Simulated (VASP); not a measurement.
A convergence study with VASP on Bi (space group R-3m): a few settings are varied, all else stays as given below, so the limit is that of these other settings.

```
CELL_PARAMETERS angstrom
      4.14499    -2.26363     0.00000
      4.14499     2.26363     0.00000
      2.90880     0.00000     3.72073
ATOMIC_POSITIONS crystal
  Bi 0.23824 0.23824 0.23824
  Bi 0.76600 0.76600 0.76600
```

Level of theory: PBEsol GGA, VASP's PBE PAW potentials (set 64) (plane waves; VASP). The last row used: 300 eV cut-off, 15×15×15 Γ-centred mesh, Fermi-Dirac smearing of 0.010 eV, potentials Bi_d.

Unless said otherwise, spin-orbit coupling is left out, though it shifts the bands of the heavy elements here.

```csv
setting,E (eV/atom),pressure (GPa),largest force (eV/Å),irreducible k-points
SIGMA = 1.0,-4.2181,3.53,0.767,344
SIGMA = 0.5,___,___,___,344
SIGMA = 0.3,-4.2853,-0.73,0.160,344
SIGMA = 0.2,___,___,___,344
SIGMA = 0.1,-4.2999,-0.99,0.007,344
SIGMA = 0.05,-4.3008,-0.99,0.016,344
SIGMA = 0.02,-4.3008,-0.99,0.017,344
SIGMA = 0.01,-4.3008,-1.00,0.016,344
```

Q: What belongs in the gaps?

A: 
- SIGMA = 0.5, E (eV/atom): -4.2627
- SIGMA = 0.5, pressure (GPa): 0.02
- SIGMA = 0.5, largest force (eV/Å): 0.381
- SIGMA = 0.2, E (eV/atom): -4.2942
- SIGMA = 0.2, pressure (GPa): -0.91
- SIGMA = 0.2, largest force (eV/Å): 0.058

VASP warned of too few bands at SIGMA = 1.0.

Left out are rungs that failed or repeat a setting and relaxations that didn't move; long series are thinned to 24 rows.

The structure is a typed Bi crystal (space group no. 166). The cell was not relaxed at this level, forces remain on its atoms. VASP warned that the highest band is occupied, so more bands are needed.
